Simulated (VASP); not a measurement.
All values below come from PBE GGA, VASP's PBE PAW potentials (set 64) (plane waves; VASP 6.6.1).

VASP ran on this input.

### POSCAR
```
Ru
1.0
  1.3550000000  -2.3469290000   0.0000000000
  1.3550000000   2.3469290000   0.0000000000
  0.0000000000   0.0000000000   4.2800000000
Ru
2
Cartesian
  1.3550000000   0.7823112313   1.0700000000
  1.3550000000  -0.7823112313   3.2100000000
```

File KPOINTS:
```
Regular mesh
0
Gamma
 14 14 8
0 0 0
```

INCAR:
```
ALGO = Normal
EDIFF = 1E-6
EDIFFG = -0.01
ENCUT = 520
GGA = PE
IBRION = 2
ISIF = 3
ISMEAR = 1
LASPH = T
LCHARG = F
LMAXMIX = 4
LREAL = F
LWAVE = F
NELM = 100
NSW = 60
PREC = Accurate
SIGMA = 0.1
SYSTEM = Ru
```

POTCAR, in this order: Ru_pv (PBE.64 set). Program: vasp_std.

Output

**OUTCAR**
```
 ion  position               nearest neighbor table
   1  0.333  0.667  0.250-   2 2.65   2 2.65   2 2.65   2 2.65   2 2.65   2 2.65
   2  0.667  0.333  0.750-   1 2.65   1 2.65   1 2.65   1 2.65   1 2.65   1 2.65
  LATTYP: Found a hexagonal cell.
 ALAT       =     2.7100001349
 C/A-ratio  =     1.5793357148
 Subroutine PRICEL returns:
 Original cell was already a primitive cell.
 Subroutine GETGRP returns: Found 24 space group operations
The static configuration has the point symmetry D_3d.
 The point group associated with its full space group is D_6h.
The dynamic configuration has the point symmetry D_3d.
 Subroutine INISYM returns: Found 24 space group operations
 Subroutine IBZKPT returns following result:
 Found    120 irreducible k-points:

 Following reciprocal coordinates:
            Coordinates               Weight
  0.000000  0.000000  0.000000      1.000000
  0.071429  0.000000  0.000000      6.000000
  0.142857  0.000000  0.000000      6.000000
  0.214286  0.000000  0.000000      6.000000
  0.285714  0.000000  0.000000      6.000000
  0.357143  0.000000  0.000000      6.000000
  0.428571  0.000000  0.000000      6.000000
  0.500000  0.000000  0.000000      3.000000
  0.071429  0.071429  0.000000      6.000000
  0.142857  0.071429  0.000000     12.000000
  0.214286  0.071429  0.000000     12.000000
  0.285714  0.071429  0.000000     12.000000
  0.357143  0.071429  0.000000     12.000000
  0.428571  0.071429  0.000000     12.000000
  0.142857  0.142857  0.000000      6.000000
  0.214286  0.142857  0.000000     12.000000
  0.285714  0.142857  0.000000     12.000000
  0.357143  0.142857  0.000000     12.000000
  0.428571  0.142857  0.000000      6.000000
  0.214286  0.214286  0.000000      6.000000
  0.285714  0.214286  0.000000     12.000000
  0.357143  0.214286  0.000000     12.000000
  0.285714  0.285714  0.000000      6.000000
  0.357143  0.285714  0.000000      6.000000
  0.000000  0.000000  0.125000      2.000000
  0.071429  0.000000  0.125000     12.000000
  0.142857  0.000000  0.125000     12.000000
  0.214286  0.000000  0.125000     12.000000
  0.285714  0.000000  0.125000     12.000000
  0.357143  0.000000  0.125000     12.000000
  0.428571  0.000000  0.125000     12.000000
  0.500000  0.000000  0.125000      6.000000
  0.071429  0.071429  0.125000     12.000000
  0.142857  0.071429  0.125000     24.000000
  0.214286  0.071429  0.125000     24.000000
  0.285714  0.071429  0.125000     24.000000
  0.357143  0.071429  0.125000     24.000000
  0.428571  0.071429  0.125000     24.000000
  0.142857  0.142857  0.125000     12.000000
  0.214286  0.142857  0.125000     24.000000
   k-points           NKPTS =    120   k-points in BZ     NKDIM =    120   number of bands    NBANDS=     18
   number of dos      NEDOS =    301   number of ions     NIONS =      2
   total plane-waves  NPLWV =  12800
   dimension x,y,z NGX =    20 NGY =   20 NGZ =   32
   dimension x,y,z NGXF=    40 NGYF=   40 NGZF=   64
   ions per type =               2
   PREC   = accura    normal or accurate (medium, high low for compatibility)
   ISTART =      0    job   : 0-new  1-cont  2-samecut
   ICHARG =      2    charge: 1-file 2-atom 10-const
   ISPIN  =      1    spin polarized calculation?
   LNONCOLLINEAR =      F non collinear calculations
   LSORBIT =      F    spin-orbit coupling
   INIWAV =      1    electr: 0-lowe 1-rand  2-diag
   ENCUT  =  520.0 eV  38.22 Ry    6.18 a.u.   5.04  5.04  7.96*2*pi/ulx,y,z
   NELM   =    100;   NELMIN=  2; NELMDL= -5     # of ELM steps
   EDIFF  = 0.1E-05   stopping-criterion for ELM
   LREAL  =      F    real-space projection
...
```

OSZICAR:
```
       N       E                     dE             d eps       ncg     rms          rms(c)
DAV:   1     0.285920596050E+03    0.28592E+03   -0.18129E+04  4328   0.173E+03
DAV:   2    -0.130382848476E+02   -0.29896E+03   -0.29334E+03  4608   0.495E+02
DAV:   3    -0.197387246594E+02   -0.67004E+01   -0.65125E+01  4508   0.790E+01
DAV:   4    -0.198081298678E+02   -0.69405E-01   -0.69143E-01  5274   0.706E+00
DAV:   5    -0.198091092935E+02   -0.97943E-03   -0.97939E-03  4680   0.781E-01    0.176E+01
DAV:   6    -0.185527984225E+02    0.12563E+01   -0.33674E+00  4356   0.193E+01    0.465E+00
DAV:   7    -0.184673762599E+02    0.85422E-01   -0.26787E-01  4424   0.492E+00    0.110E+00
DAV:   8    -0.184590600277E+02    0.83162E-02   -0.70963E-03  4442   0.101E+00    0.193E-01
DAV:   9    -0.184590446113E+02    0.15416E-04   -0.53069E-04  5548   0.245E-01    0.489E-02
DAV:  10    -0.184590514897E+02   -0.68784E-05   -0.18369E-05  4682   0.453E-02    0.197E-02
DAV:  11    -0.184590573387E+02   -0.58490E-05   -0.11283E-06  3076   0.102E-02    0.241E-03
DAV:  12    -0.184590572930E+02    0.45718E-07   -0.66978E-08  2206   0.226E-03
   1 F= -.18459057E+02 E0= -.18458589E+02  d E =-.184591E+02
       N       E                     dE             d eps       ncg     rms          rms(c)
DAV:   1    -0.193429145324E+02   -0.88386E+00   -0.19241E+01  4334   0.545E+01    0.676E+00
DAV:   2    -0.184366714909E+02    0.90624E+00   -0.28050E+00  4330   0.175E+01    0.149E+00
DAV:   3    -0.184268830457E+02    0.97884E-02   -0.10780E-01  4362   0.307E+00    0.632E-01
DAV:   4    -0.184335809248E+02   -0.66979E-02   -0.50892E-03  4478   0.662E-01    0.213E-01
DAV:   5    -0.184347649243E+02   -0.11840E-02   -0.11466E-03  5010   0.253E-01    0.600E-02
DAV:   6    -0.184347632676E+02    0.16567E-05   -0.51689E-05  5228   0.621E-02    0.112E-02
DAV:   7    -0.184347609177E+02    0.23499E-05   -0.45699E-06  4444   0.199E-02    0.578E-03
DAV:   8    -0.184347614359E+02   -0.51820E-06   -0.20703E-07  2288   0.373E-03
   2 F= -.18434761E+02 E0= -.18434254E+02  d E =0.242959E-01
       N       E                     dE             d eps       ncg     rms          rms(c)
DAV:   1    -0.189500642889E+02   -0.51530E+00   -0.10314E+01  4340   0.391E+01    0.618E+00
DAV:   2    -0.184685017160E+02    0.48156E+00   -0.14493E+00  4336   0.127E+01    0.928E-01
DAV:   3    -0.184581477560E+02    0.10354E-01   -0.72806E-02  4380   0.256E+00    0.682E-01
DAV:   4    -0.184621552047E+02   -0.40074E-02   -0.38190E-03  4462   0.579E-01    0.136E-01
DAV:   5    -0.184625250273E+02   -0.36982E-03   -0.44482E-04  5104   0.159E-01    0.416E-02
DAV:   6    -0.184625021514E+02    0.22876E-04   -0.23425E-05  4776   0.421E-02    0.556E-03
DAV:   7    -0.184625034594E+02   -0.13080E-05   -0.19078E-06  3274   0.127E-02    0.518E-03
DAV:   8    -0.184625027399E+02    0.71948E-06   -0.19214E-07  2198   0.370E-03
   3 F= -.18462503E+02 E0= -.18462021E+02  d E =-.344545E-02
       N       E                     dE             d eps       ncg     rms          rms(c)
DAV:   1    -0.184625272239E+02   -0.23765E-04   -0.51436E-04  4340   0.279E-01    0.400E-02
DAV:   2    -0.184625026890E+02    0.24535E-04   -0.70759E-05  4342   0.889E-02    0.654E-03
DAV:   3    -0.184625026865E+02    0.25166E-08   -0.35983E-06  4174   0.180E-02
   4 F= -.18462503E+02 E0= -.18462021E+02  d E =-.344539E-02
       N       E                     dE             d eps       ncg     rms          rms(c)
DAV:   1    -0.184635696647E+02   -0.10670E-02   -0.39872E-02  4364   0.174E+00    0.195E-01
DAV:   2    -0.184627140696E+02    0.85560E-03   -0.11878E-03  4348   0.334E-01    0.822E-02
DAV:   3    -0.184625338321E+02    0.18024E-03   -0.61179E-04  5182   0.175E-01    0.175E-02
DAV:   4    -0.184625347420E+02   -0.90990E-06   -0.17988E-05  5156   0.493E-02    0.113E-02
DAV:   5    -0.184625352055E+02   -0.46348E-06   -0.13067E-06  2772   0.951E-03
   5 F= -.18462535E+02 E0= -.18462070E+02  d E =-.325190E-04
       N       E                     dE             d eps       ncg     rms          rms(c)
DAV:   1    -0.184626888711E+02   -0.15413E-03   -0.51852E-03  4364   0.628E-01    0.708E-02
DAV:   2    -0.184625766992E+02    0.11217E-03   -0.15670E-04  4354   0.120E-01    0.299E-02
DAV:   3    -0.184625524864E+02    0.24213E-04   -0.80473E-05  5144   0.635E-02    0.616E-03
DAV:   4    -0.184625525123E+02   -0.25864E-07   -0.22620E-06  3330   0.179E-02
   6 F= -.18462553E+02 E0= -.18462080E+02  d E =-.498258E-04
```

**OUTCAR**
```
------------------------ aborting loop because EDIFF is reached ----------------------------------------
  FORCE on cell =-STRESS in cart. coord.  units (eV):
  Direction    XX          YY          ZZ          XY          YZ          ZX
  --------------------------------------------------------------------------------------
  Total        0.0021406      0.0021406      0.0058271      0.0000000      0.0000000      0.0000000
  in kB        0.1245907      0.1245907      0.3391525      0.0000000      0.0000000      0.0000000
  external PRESSURE =       0.1961113 kB  Pullay stress =       0.0000000 kB
  volume of cell :       27.53
      direct lattice vectors                 reciprocal lattice vectors
     1.361057553 -2.357420992 -0.000000000     0.367361394 -0.212096186 -0.000000000
     1.361057553  2.357420992  0.000000000     0.367361394  0.212096186 -0.000000000
     0.000000000  0.000000000  4.289658463     0.000000000 -0.000000000  0.233118792
 POSITION                                       TOTAL-FORCE (eV/Angst)
 -----------------------------------------------------------------------------------
      1.36106      0.78581      1.07241         0.000000     -0.000000      0.000000
      1.36106     -0.78581      3.21724        -0.000000      0.000000      0.000000
 -----------------------------------------------------------------------------------
    total drift:                               -0.000000      0.000515     -0.000045
  FREE ENERGIE OF THE ION-ELECTRON SYSTEM (eV)
  ---------------------------------------------------
  free  energy   TOTEN  =       -18.4625525123 eV

  energy  without entropy=      -18.4611361155  energy(sigma->0) =      -18.46208038

 reached required accuracy - stopping structural energy minimisation
```
(Selected blocks of OUTCAR.)

**CONTCAR**
```
Ru
   1.00000000000000
     1.3610575531081546   -2.3574209918432243   -0.0000000000000000
     1.3610575531081546    2.3574209918432243    0.0000000000000000
     0.0000000000000000    0.0000000000000000    4.2896584634192569
  Ru
     2
Direct
     0.3333330000000032    0.6666669999999968    0.2500000000000000
     0.6666669999999968    0.3333330000000032    0.7500000000000000
```

The compound is Ru in the hcp structure. This run relaxes it. Symmetry was kept, so distortions that lower it aren't found.
